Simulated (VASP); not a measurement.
The system is InP.

```
CELL_PARAMETERS angstrom
0.00000 2.94500 2.94500
2.94500 0.00000 2.94500
2.94500 2.94500 0.00000
ATOMIC_POSITIONS crystal
In 0.00000 0.00000 0.00000
P 0.25000 0.25000 0.25000
```

The cell was built by a generator and needn't be a form met in nature.

* Program: VASP 6.6.1
* Task: relaxation of cell and atoms
* Functional: PBE
* Potentials or basis: VASP PAW PBE potentials, release 64 (In_d, P)
* Cutoff: 600 eV
* k mesh: 10 × 10 × 10
* Occupations: gaussian, width 0.02 eV
* Spin: no spin polarisation

At the start: pressure 2.2 GPa; volume 25.54 Å³/atom.

Where does the relaxation end?

Over 3 steps the energy falls by 6.1 meV/atom and the volume is 26.45 Å³/atom (+3.5 %); space group F-43m (No. 216, to 0.05 Å).

The path:
```
step  energy change (eV)  largest force (eV/Å)  pressure (GPa)  volume (Å³)
   1              0.0000                0.0000            2.24        51.08
   2             -0.0096                0.0000           -0.95        53.77
   3             -0.0123                0.0000            0.01        52.89
```

Final structure:
```
In P
1.0
     0.00000    2.97933    2.97933
     2.97933    0.00000    2.97933
     2.97933    2.97933    0.00000
In P
1 1
Cartesian
  0.0000 0.0000 0.0000
  1.4897 1.4897 1.4897
```
